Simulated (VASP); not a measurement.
Here is the system:

```
AgCl
1.0
    0.00000     2.73339     2.73339
    2.73339     0.00000     2.73339
    2.73339     2.73339     0.00000
Ag Cl
1 1
Direct
  0.00000   0.00000   0.00000
  0.50000   0.50000   0.50000
```

Computed with revTPSS meta-GGA, VASP's PBE PAW potentials (set 64) (plane waves; VASP 6.6.1). Run with 520 eV cut-off, 8×8×8 Γ-centred mesh, Gaussian smearing of 0.050 eV, potentials Ag Cl.

Problem. The job: AgCl (rock salt), 2 atoms, revTPSS, static run, 520 eV, 8×8×8 Γ-centred mesh. Roughly how much core time does it take on a busy server core?

Solution. About 3 core-minutes (one run on a shared machine, a rough figure). It had 29 irreducible k-points, 13 bands, up to 1124 plane waves and 27 electronic steps.

The compound is AgCl in the rock salt structure. This cell is one point of a volume scan, at 0.97 of the reference volume.
